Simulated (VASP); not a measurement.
All values below come from optB88-vdW, VASP's PBE PAW potentials (set 64) (plane waves; VASP 6.6.1).

The input files of a VASP run:

KPOINTS:
```
K-points
0
gamma
 7 7 7
```

File POSCAR:
```
Bi2Se3
1.0
  9.7314604266  -2.0970221108  -0.0019176086
  9.7314604266   2.0970221108  -0.0019176086
  9.2802856139   0.0000000000   3.6021005718
Bi Se
2 3
Cart
 11.5127814268   0.0000000000   1.4412463895
 17.2304250403  -0.0000000000   2.1570189651
  0.0000000000   0.0000000000   0.0000000000
  6.0829787749  -0.0000000000   0.7615076556
 22.6602276922   0.0000000000   2.8367576990
```

### INCAR
```
AGGAC=0.0
ALGO=Normal
EDIFF=1E-7
ENCUT=520
GGA=BO
ISIF=2
ISMEAR=-5
LASPH=.TRUE.
LCHARG=.TRUE.
LEFG=.TRUE.
LMAXMIX=4
LORBIT=11
LREAL=.FALSE.
LUSE_VDW=.TRUE.
LWAVE=.FALSE.
NEDOS=601
NELM=100
PARAM1=0.1833333333
PARAM2=0.22
PREC=Accurate
SYSTEM=Bi2Se3
```

POTCAR, in this order: Bi_d Se (PBE.64 set). Program: vasp_std.

Output

OUTCAR:
```
 ion  position               nearest neighbor table
   1  0.401  0.401  0.401-   5 2.89   5 2.89   5 2.89   3 3.11   3 3.11   3 3.11
   2  0.599  0.599  0.599-   4 2.89   4 2.89   4 2.89   3 3.11   3 3.11   3 3.11
   3  0.000  0.000  0.000-   2 3.11   1 3.11   2 3.11   2 3.11   1 3.11   1 3.11
   4  0.212  0.212  0.212-   2 2.89   2 2.89   2 2.89
   5  0.788  0.788  0.788-   1 2.89   1 2.89   1 2.89
  LATTYP: Found a trigonal (rhomboedric) cell.
 ALAT       =     9.9548393982
 COS(alpha) =     0.9112501744
 Subroutine PRICEL returns:
 Original cell was already a primitive cell.
 Subroutine GETGRP returns: Found 12 space group operations
The static configuration has the point symmetry D_3d.
The dynamic configuration has the point symmetry D_3d.
 Subroutine INISYM returns: Found 12 space group operations
 Subroutine IBZKPT returns following result:
 Found     44 irreducible k-points:

 Following reciprocal coordinates:
            Coordinates               Weight
  0.000000  0.000000  0.000000      1.000000
  0.142857  0.000000 -0.000000      6.000000
  0.285714  0.000000 -0.000000      6.000000
  0.428571 -0.000000 -0.000000      6.000000
  0.142857  0.142857 -0.000000      6.000000
...
```

File OSZICAR:
```
       N       E                     dE             d eps       ncg     rms          rms(c)
DAV:   1     0.483100733228E+03    0.48310E+03   -0.23105E+04  2464   0.175E+03
DAV:   2     0.487840856842E+02   -0.43432E+03   -0.42317E+03  2580   0.439E+02
DAV:   3    -0.680362276987E+01   -0.55588E+02   -0.52814E+02  3188   0.164E+02
DAV:   4    -0.947371611252E+01   -0.26701E+01   -0.26323E+01  2828   0.353E+01
DAV:   5    -0.960114593347E+01   -0.12743E+00   -0.12699E+00  3532   0.757E+00    0.497E+00
DAV:   6    -0.862070498412E+01    0.98044E+00   -0.27648E+00  2884   0.884E+00    0.298E+00
DAV:   7    -0.863945610923E+01   -0.18751E-01   -0.46613E-01  2776   0.333E+00    0.157E+00
DAV:   8    -0.865145980110E+01   -0.12004E-01   -0.86435E-02  3168   0.179E+00    0.579E-01
DAV:   9    -0.865124090434E+01    0.21890E-03   -0.13495E-02  3144   0.662E-01    0.180E-01
DAV:  10    -0.865157364877E+01   -0.33274E-03   -0.30471E-03  2812   0.318E-01    0.623E-02
DAV:  11    -0.865171344182E+01   -0.13979E-03   -0.82428E-04  3288   0.162E-01    0.416E-02
DAV:  12    -0.865173745203E+01   -0.24010E-04   -0.13355E-04  3220   0.804E-02    0.148E-02
DAV:  13    -0.865174063209E+01   -0.31801E-05   -0.30966E-05  3144   0.477E-02    0.566E-03
DAV:  14    -0.865174043651E+01    0.19558E-06   -0.39143E-06  2872   0.141E-02    0.153E-03
DAV:  15    -0.865174047949E+01   -0.42976E-07   -0.10344E-06  2548   0.626E-03    0.870E-04
DAV:  16    -0.865174045355E+01    0.25942E-07   -0.91787E-08  1736   0.200E-03
   1 F= -.86517405E+01 E0= -.86517405E+01  d E =0.000000E+00
```

File OUTCAR:
```
------------------------ aborting loop because EDIFF is reached ----------------------------------------
  FORCE on cell =-STRESS in cart. coord.  units (eV):
  Direction    XX          YY          ZZ          XY          YZ          ZX
  --------------------------------------------------------------------------------------
  Total        0.0784360      0.0732407      0.0733222      0.0000000      0.0000000      0.0006504
  in kB        0.8543562      0.7977668      0.7986537      0.0000000      0.0000000      0.0070843
  external PRESSURE =       0.8169256 kB  Pullay stress =       0.0000000 kB
  volume of cell :      147.09
      direct lattice vectors                 reciprocal lattice vectors
     9.731460427 -2.097022111 -0.001917609     0.051353679 -0.238433347 -0.132305246
     9.731460427  2.097022111 -0.001917609     0.051353679  0.238433347 -0.132305246
     9.280285614  0.000000000  3.602100572     0.000054677  0.000000000  0.277474924
 POSITION                                       TOTAL-FORCE (eV/Angst)
 -----------------------------------------------------------------------------------
     11.51278      0.00000      1.44125        -0.006297      0.000000     -0.000788
     17.23043      0.00000      2.15702         0.006297      0.000000      0.000788
      0.00000      0.00000      0.00000         0.000000      0.000000     -0.000000
      6.08298      0.00000      0.76151         0.008208      0.000000      0.001028
     22.66023      0.00000      2.83676        -0.008208      0.000000     -0.001028
 -----------------------------------------------------------------------------------
    total drift:                                0.000000     -0.000000     -0.000000
  FREE ENERGIE OF THE ION-ELECTRON SYSTEM (eV)
  ---------------------------------------------------
  free  energy   TOTEN  =        -8.6517404535 eV

  energy  without entropy=       -8.6517404535  energy(sigma->0) =       -8.65174045

 total charge

# of ion       s       p       d       tot
------------------------------------------
    1        1.609   1.060   9.955  12.624
    2        1.609   1.060   9.955  12.624
    3        1.479   2.321   0.018   3.818
    4        1.497   2.255   0.020   3.772
    5        1.497   2.255   0.020   3.772
--------------------------------------------------
tot          7.691   8.951  19.968  36.611

 Electric field gradients after diagonalization (V/A^2)
 (convention: |V_zz| > |V_xx| > |V_yy|)
----------------------------------------------------------------------
 ion       V_xx      V_yy      V_zz     asymmetry (V_yy - V_xx)/ V_zz
----------------------------------------------------------------------
   1      -5.235    -5.235    10.470       0.000
   2      -5.235    -5.235    10.470       0.000
   3     -33.994   -33.994    67.988       0.000
   4       7.431     7.431   -14.861       0.000
   5       7.431     7.431   -14.861       0.000
```
(Selected blocks of OUTCAR.)

OUTCAR:
```
 val. band max:        4.3965052202   @ k =   0.0000   0.0000   0.0000

 cond. band min:       4.6131290791   @ k =   0.0000   0.0000   0.0000


 Fermi energy:         4.4137361169

 k-point     1 :       0.0000    0.0000    0.0000
  band No.  band energies     occupation
      1     -18.6649      2.00000
      2     -18.6649      2.00000
      3     -18.6633      2.00000
      4     -18.6633      2.00000
      5     -18.6545      2.00000
      6     -18.6523      2.00000
      7     -18.6459      2.00000
      8     -18.6459      2.00000
      9     -18.6435      2.00000
     10     -18.6435      2.00000
     11      -9.7675      2.00000
     12      -9.0691      2.00000
     13      -8.2680      2.00000
     14      -5.1930      2.00000
     15      -4.4908      2.00000
     16       2.3090      2.00000
     17       2.3768      2.00000
     18       2.6508      2.00000
     19       2.6508      2.00000
     20       2.6821      2.00000
     21       2.6821      2.00000
     22       3.3085      2.00000
     23       3.3085      2.00000
     24       4.3965      2.00000
     25       4.6131      0.00000
     26       5.7697      0.00000
     27       5.7697      0.00000
     28       6.4979      0.00000

 k-point     2 :       0.1429    0.0000   -0.0000
  band No.  band energies     occupation
      1     -18.6673      2.00000
      2     -18.6653      2.00000
      3     -18.6611      2.00000
      4     -18.6595      2.00000
      5     -18.6522      2.00000
      6     -18.6501      2.00000
      7     -18.6478      2.00000
      8     -18.6463      2.00000
      9     -18.6453      2.00000
     10     -18.6433      2.00000
     11      -9.5927      2.00000
     12      -8.9236      2.00000
     13      -8.1717      2.00000
     14      -5.3114      2.00000
     15      -4.6922      2.00000
     16       1.4340      2.00000
     17       1.5206      2.00000
     18       2.0964      2.00000
     19       2.1183      2.00000
     20       2.7097      2.00000
...
```

Unless said otherwise, spin-orbit coupling is left out, though it shifts the bands of the heavy elements here.

The compound is Bi2Se3 in the tetradymite structure. It was relaxed first.
